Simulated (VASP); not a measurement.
# How a change of volume changes Os

How do stress and energy of Os follow a change of volume?

Calculated with VASP 6.6.1; PBEsol; plane waves and PAW (Os), in the first sound run; inputs show where later runs differ.

### 1. Starting point

The structure is hexagonal, space group P6_3/mmc (No. 194). The conventional cell has a = 2.740 Å, b = 2.740 Å, c = 4.326 Å, α = 90.00°, β = 90.00°, γ = 120.00°. Nearest to Os lie 12 Os at 2.68 to 2.74 Å.

As a file:

```xyz
2
Lattice="2.7400 0.0000 0.0000 -1.3700 2.3729 0.0000 0.0000 0.0000 4.3265" Properties=species:S:1:pos:R:3 pbc="T T T"
Os    0.0000    0.0000    0.0000
Os    0.0000    1.5819    2.1632
```

### 2. Relax the crystal, PBEsol

The series starts from the cell that this level prefers, so that zero strain is near zero stress.

This step took 2 runs in a row; the last is shown.

Level: PBEsol; plane waves and PAW (Os).

INCAR

```
SYSTEM = Os
PREC = Accurate
ENCUT = 450
EDIFF = 1E-07
NELM = 120
ISMEAR = 1
SIGMA = 0.15
LREAL = .FALSE.
ALGO = Normal
GGA = PS
NBANDS = 14
LASPH = .TRUE.
LORBIT = 11
LWAVE = .FALSE.
LCHARG = .FALSE.
KPAR = 8
IBRION = 2
NSW = 40
ISIF = 3
EDIFFG = -0.005
POTIM = 0.4
```

POSCAR

```
Os
1.0
    2.7301635954      0.0000000000      0.0000000000
   -1.3650817977      2.3643910302      0.0000000000
    0.0000000000      0.0000000000      4.3089513133
Os
2
Direct
    0.0000000000      0.0000000000      0.0000000000
    0.3333333333      0.6666666667      0.5000000000
```

KPOINTS

```
Automatic mesh
0
Gamma
25 25 14
0 0 0
```

PAW data sets: Os (PBE family, release 64).

Launch:

```bash
$ mpirun -np 8 vasp_std
```

Output:

```text
[banner, memory and clock lines left out]
running    8 mpi-ranks, on    1 nodes
[...]
|                                                                             |
|           W    W    AA    RRRRR   N    N  II  N    N   GGGG   !!!           |
|           W    W   A  A   R    R  NN   N  II  NN   N  G    G  !!!           |
|           W    W  A    A  R    R  N N  N  II  N N  N  G       !!!           |
|           W WW W  AAAAAA  RRRRR   N  N N  II  N  N N  G  GGG   !            |
|           WW  WW  A    A  R   R   N   NN  II  N   NN  G    G                |
|           W    W  A    A  R    R  N    N  II  N    N   GGGG   !!!           |
|                                                                             |
|     For optimal performance we recommend to set                             |
|       NCORE = 2 up to number-of-cores-per-socket                            |
|     NCORE specifies how many cores store one orbital (NPAR=cpu/NCORE).      |
|     This setting can greatly improve the performance of VASP for DFT.       |
[...]
|     You enforced a specific xc type in the INCAR file but a different       |
|     [... a line on the potential file left out ...]
|     I HOPE YOU KNOW WHAT YOU ARE DOING!                                     |
|                                                                             |

 LDA part: xc-table for (Slater+PW92), standard interpolation
 POSCAR, INCAR and KPOINTS ok, starting setup
[...]
entering main loop
       N       E                     dE             d eps       ncg     rms          rms(c)
DAV:   1     0.866627993534E+02    0.86663E+02   -0.69183E+03 15552   0.960E+02
DAV:   2    -0.217942927149E+02   -0.10846E+03   -0.96135E+02 14988   0.331E+02
DAV:   3    -0.259963875573E+02   -0.42021E+01   -0.40468E+01 19266   0.554E+01
DAV:   4    -0.260306425144E+02   -0.34255E-01   -0.34192E-01 15736   0.525E+00
[...]
DAV:  12    -0.244837395991E+02    0.61498E-06   -0.11047E-07 14920   0.348E-03    0.103E-03
DAV:  13    -0.244837394793E+02    0.11982E-06   -0.89982E-09  8570   0.865E-04    0.308E-04
DAV:  14    -0.244837394568E+02    0.22568E-07   -0.17402E-09  7880   0.511E-04
   1 F= -.24483739E+02 E0= -.24483135E+02  d E =-.244837E+02
[...]
reached required accuracy - stopping structural energy minimisation
```

It took 27 s on 8 MPI ranks of AMD EPYC 7R43, shared host; peak memory 1.8 GiB; 2.8 min of CPU time.

The logs omit lines about the potential files and the build; timing stands in the text.

Parts of OUTCAR (step 2):

```text
  Total        0.0047104      0.0047104      0.0076294     -0.0000000     -0.0000000      0.0000000
  in kB        0.2713229      0.2713229      0.4394620     -0.0000000     -0.0000000      0.0000000
  external PRESSURE =       0.3273693 kB  Pullay stress =       0.0000000 kB

 POSITION                                       TOTAL-FORCE (eV/Angst)
 -----------------------------------------------------------------------------------
      0.00000      0.00000      0.00000        -0.000000      0.000000      0.000000
     -0.00000      1.57626      2.15448         0.000000     -0.000000      0.000000
 -----------------------------------------------------------------------------------
    total drift:                                0.000000     -0.000000     -0.000000

  FREE ENERGIE OF THE ION-ELECTRON SYSTEM (eV)
  ---------------------------------------------------
  free  energy   TOTEN  =       -24.4837394568 eV

  energy  without entropy=      -24.4819248669  energy(sigma->0) =      -24.48313459

 reached required accuracy - stopping structural energy minimisation

[... 3 further parts left out ...]
[key lines of the parts left out:]
E-fermi :   9.3983
```

Numbers from this step:

```
energy(sigma→0) of the program : -24.4831 eV
stress, compression positive   : xx, yy, zz 0.03, 0.03, 0.04 GPa
volume                         : 27.815 Å³
ionic steps                    : 1
```

### 3. Relax at fixed volume, PBEsol

One member in full: the volume is scaled by 0.94, and shape and atoms relax at that volume.

Level: PBEsol; plane waves and PAW (Os).

INCAR: that of step 2 with these lines changed.

```diff
@@ -15,7 +15,7 @@
 LCHARG = .FALSE.
-KPAR = 8
+KPAR = 2
 IBRION = 2
 NSW = 40
-ISIF = 3
-EDIFFG = -0.005
+ISIF = 4
+EDIFFG = -0.004
 POTIM = 0.4
```

POSCAR

```
Os
1.0
    2.6744303326      0.0000000000      0.0000000000
   -1.3372151663      2.3161246088      0.0000000000
    0.0000000000      0.0000000000      4.2209888496
Os
2
Direct
    0.0000000000      0.0000000000      0.0000000000
    0.3333333333      0.6666666667      0.5000000000
```

KPOINTS is that of step 2.

Launch:

```bash
$ mpirun -np 2 vasp_std
```

Output:

```text
[banner, memory and clock lines left out]
running    2 mpi-ranks, on    1 nodes
[...]
[... a notice as in an earlier step ...]

 LDA part: xc-table for (Slater+PW92), standard interpolation
 POSCAR, INCAR and KPOINTS ok, starting setup
[...]
entering main loop
       N       E                     dE             d eps       ncg     rms          rms(c)
DAV:   1     0.907145956017E+02    0.90715E+02   -0.69934E+03 15688   0.970E+02
DAV:   2    -0.216279501732E+02   -0.11234E+03   -0.99397E+02 14812   0.338E+02
DAV:   3    -0.257419279884E+02   -0.41140E+01   -0.39915E+01 19456   0.560E+01
DAV:   4    -0.257722904615E+02   -0.30362E-01   -0.30322E-01 15648   0.497E+00
[...]
DAV:  11    -0.243269171823E+02    0.15900E-04   -0.36013E-06 16372   0.226E-02    0.186E-03
DAV:  12    -0.243269164313E+02    0.75102E-06   -0.87661E-08 13466   0.325E-03    0.693E-04
DAV:  13    -0.243269163811E+02    0.50212E-07   -0.77258E-09  8696   0.868E-04
   1 F= -.24326916E+02 E0= -.24326305E+02  d E =-.243269E+02
[...]
DAV:   4    -0.243266036207E+02   -0.23305E-05   -0.54395E-05 17302   0.809E-02    0.949E-03
DAV:   5    -0.243266028914E+02    0.72929E-06   -0.36967E-07 18634   0.718E-03    0.330E-03
DAV:   6    -0.243266028864E+02    0.49612E-08   -0.35779E-08  9518   0.274E-03
   2 F= -.24326603E+02 E0= -.24325989E+02  d E =0.313495E-03
 trial-energy change:    0.000313  1 .order    0.000311   -0.001732    0.002354
 step:   0.4238(harm=  0.4238)  dis= 0.00000  next Energy=   -24.327283 (dE=-0.367E-03)
[...]
N       E                     dE             d eps       ncg     rms          rms(c)
DAV:   1    -0.243279606489E+02   -0.13578E-02   -0.54538E-02 15226   0.180E+00    0.125E-01
DAV:   2    -0.243274433701E+02    0.51728E-03   -0.63842E-04 18024   0.305E-01    0.651E-02
DAV:   3    -0.243272816197E+02    0.16175E-03   -0.23150E-04 17316   0.125E-01    0.122E-02
DAV:   4    -0.243272823304E+02   -0.71067E-06   -0.18008E-05 17248   0.466E-02    0.554E-03
DAV:   5    -0.243272819639E+02    0.36647E-06   -0.11215E-07 13760   0.422E-03    0.190E-03
DAV:   6    -0.243272818988E+02    0.65094E-07   -0.25551E-08  8456   0.149E-03
   3 F= -.24327282E+02 E0= -.24326668E+02  d E =-.365518E-03
[...]
reached required accuracy - stopping structural energy minimisation
```

Elapsed: 2.5 min, on 2 MPI ranks; peak memory 0.41 GiB.

From OUTCAR (step 3):

```text
  Total        5.1987673      5.1987673      5.1982564      0.0000000      0.0000000      0.0000000
  in kB      318.5690276    318.5690277    318.5377205      0.0000000      0.0000000      0.0000000
  external PRESSURE =     318.5585919 kB  Pullay stress =       0.0000000 kB

 POSITION                                       TOTAL-FORCE (eV/Angst)
 -----------------------------------------------------------------------------------
      0.00000      0.00000      0.00000        -0.000000      0.000000      0.000000
     -0.00000      1.54254      2.11472         0.000000     -0.000000     -0.000000
 -----------------------------------------------------------------------------------
    total drift:                               -0.000000      0.000000     -0.000000

  FREE ENERGIE OF THE ION-ELECTRON SYSTEM (eV)
  ---------------------------------------------------
  free  energy   TOTEN  =       -24.3272818988 eV

  energy  without entropy=      -24.3254416143  energy(sigma->0) =      -24.32666847

[... 2 parts as in an earlier step ...]

[... 2 further parts left out ...]
[key lines of the parts left out:]
E-fermi :  10.3761
```

Read from the output:

* energy(sigma→0) of the program: -24.3267 eV
* stress, compression positive: xx, yy, zz 31.86, 31.86, 31.85 GPa
* ionic steps: 3

### 4. The whole series

The other members went through these steps as far as the tables show, with the same cutoff and, step by step, the same mesh; 9 runs are not shown. The session took 0.78 core hours (wall time by ranks) on a shared machine.

```tsv
volume over the relaxed volume	volume (Å³/atom)	pressure (GPa)	energy above the unstrained row, extrapolated to no smearing (meV/atom)
0.940	13.073	31.856	78.233
0.960	13.351	19.981	33.422
0.980	13.629	9.419	8.063
0.990	13.768	4.586	1.995
1	13.908	0.033	0.000
1.010	14.047	?	?
1.020	14.186	-8.307	7.306
1.040	14.464	-15.712	28.262
1.060	14.742	-22.280	61.330
```

### 5. Stress from the known rows

A least-squares cubic through the 8 rows shown, with u the logarithm of the volume ratio: pressure = − 1241 u³ + 1089 u² − 442.2 u + 0.03131 (GPa), r.m.s. residual 9.6e-4 GPa.

At u = 0.009950 this predicts -4.262 GPa.

### 6. Prediction against calculation

The calculation gives -4.261 GPa, so the prediction is 0.001 GPa too low.

A cubic of the pressure in ln(V/V₀) through all rows has the slope −B at V₀: B = 442 GPa, and its curvature gives B′ = 4.9.

### 7. Outcome

* error of the predicted pressure: -0.001 GPa
* bulk modulus: 442 GPa

In words: These are static values: temperature and zero-point motion are left out. In a metal the slopes also depend on mesh and smearing, which were held through the series.

[Lines on the potential files, build, host, timing and source positions are cut from VASP's logs without a mark.]

[Logs are printed without paths, hosts, clocks, repeated set-up lines and the standing remarks that a program may print on its own settings, such as how far it seeks lower states.]

[Hosts, paths, dates, database ids (printed as entryN), source tags and the programs' standing remarks are cut or masked in the printed files.]

[In band tables of VASP the shares of atoms and orbitals are scaled to a sum of 1 inside the atoms' spheres.]
